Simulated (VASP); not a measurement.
Energy against volume of CdTe (zinc blende). All values below come from PBE GGA with D3 dispersion (zero damping), VASP's PBE PAW potentials (set 64) (plane waves; VASP). Numerical set-up: 520 eV cut-off, 7×7×7 Γ-centred mesh, Gaussian smearing of 0.050 eV, potentials Cd Te.

```csv
V (Å³/atom),E (eV/atom)
32.768,-2.64185
33.814,-2.65513
34.860,-2.65918
35.906,-2.65549
```

Task: Fit these four points and predict the energy of the run at 36.952 Å³/atom.

Result: A cubic in V^(−2/3), the third-order Birch-Murnaghan form, passes through the four points with V0 = 34.85 Å³/atom and B0 = 39 GPa, and gives -2.6453 eV/atom there. The run gave -2.6453 eV/atom, -0.0 meV/atom from the fit; all five points give B0 = 39 GPa.

The compound is CdTe in the zinc blende structure. It was relaxed first.
